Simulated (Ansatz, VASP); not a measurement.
**One calculation of Sr2TiC2, two programs**

The input INCAR:

```
  PREC = Accurate
  ENCUT = 520
  EDIFF = 1E-6
  ISMEAR = 0
  SIGMA = 0.1
  LREAL = F
  LASPH = T
  NELM = 100
  ALGO = Normal
  ISIF = 2
  LWAVE = F
  LCHARG = T
  GGA = PE
  LELF = T
  LVHAR = T
  NBANDS = 28
```

The input KPOINTS:

```
regular mesh
0
Gamma
  6 6 4
```

Contents of POSCAR:

```
Sr2TiC2
1.0
    3.5222799200      0.0000000000      0.0000000000
   -1.7611399600      3.0503838900      0.0000000000
    0.0000000000      0.0000000000      4.7842314900
Sr Ti C
2 1 2
Direct
    0.3333333300      0.6666666700      0.1142478900
    0.6666666700      0.3333333300      0.8857521100
    0.0000000000      0.0000000000      0.5000000000
    0.3333333300      0.6666666700      0.6046389200
    0.6666666700      0.3333333300      0.3953610800
```

Input for Ansatz:

```yaml
crystal:
  lattice:
    - [3.52227992, 0.0, 0.0]
    - [-1.76113996, 3.05038389, 0.0]
    - [0.0, 0.0, 4.78423149]
  atoms:
    - { symbol: Sr, position: [0.33333333, 0.66666667, 0.11424789] }
    - { symbol: Sr, position: [0.66666667, 0.33333333, 0.88575211] }
    - { symbol: Ti, position: [0.0, 0.0, 0.5] }
    - { symbol: C, position: [0.33333333, 0.66666667, 0.60463892] }
    - { symbol: C, position: [0.66666667, 0.33333333, 0.39536108] }
basis:
  ecutwfc: 420
kpoints:
  mp_grid: { grid: [6, 6, 4] }
hamiltonian:
  xc: pbe
scf:
  occupations: { method: gaussian, width: 0.1 }
  lower_state_search: "off"
output:
  forces: true
  stress: true
  eigenvalues: true
```

Alike in both runs: task single point; functional PBE; k mesh 6 × 6 × 4; occupations gaussian, width 0.1 eV; no spin polarisation.

|  | VASP | Ansatz |
| --- | --- | --- |
| version | VASP 6.6.1 | Ansatz 0.2.0 |
| potentials or method | VASP PAW PBE potentials, release 64 (Sr_sv, Ti_sv, C) | scalar-relativistic, plane waves, PAW |
| plane-wave cutoff (eV) | 520 | 420 |
| valence electrons in the cell | 40 | 40 |

|  | VASP | Ansatz | Ansatz less VASP |
| --- | --- | --- | --- |
| gap on the k mesh at the Fermi level (eV) | none | none | - |
| rms of the force components (eV/Å) | 1.725 | 1.604 | -0.1215 |

Atom by atom the forces differ by 0.168 eV/Å (rms over components). A gap of «none» marks a metal or a gap that the smearing closes.

Caveats: forces of over 1 eV/Å show positions far from the minimum, so gaps and moduli don't describe the material at rest.
